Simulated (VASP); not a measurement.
Ge (diamond): the cohesive energy from VASP (plane waves, PAW) at several levels of theory. Atoms are spin-polarised in a large box without symmetry, with the spin fixed by Hund's rule, and may not be in the lowest state of each functional; no zero-point energy is added.

```csv
level,cohesive energy (eV/atom),error against measurement
LDA,4.63,+18.1 %
PBE,3.75,-4.2 %
PBEsol,4.16,+6.1 %
RPBE,3.33,-15.0 %
PBE-D3(BJ),4.04,+3.1 %
SCAN,3.97,+1.2 %
r2SCAN,3.87,-1.2 %
```

Measured: 3.92 eV/atom at 0 K (as given by Jianwei Sun et al., Physical Review B (2011), doi:10.1103/physrevb.84.035117; zero-point vibration energy added).

The cell of the LDA run:

Space group Fd-3m, origin choice 1 (No. 227); a = b = c = 5.6260 Å, α = β = γ = 90.00°

| atom | site | symmetry | x | y | z |
|---|---|---|---|---|---|
| Ge | 8b | -43m | 0.5000 | 0.5000 | 0.5000 |
(The calculation used a cell of 2 atoms; values per cell refer to that cell.)

Only levels that ran to the end are used. Left out are those held back, those with too coarse a band path, GW runs whose mesh misses a band edge, hybrids' fits of cells that aren't cubic and levels without matching references; a question may draw on a part of the rest.

The compound is Ge in the diamond structure.
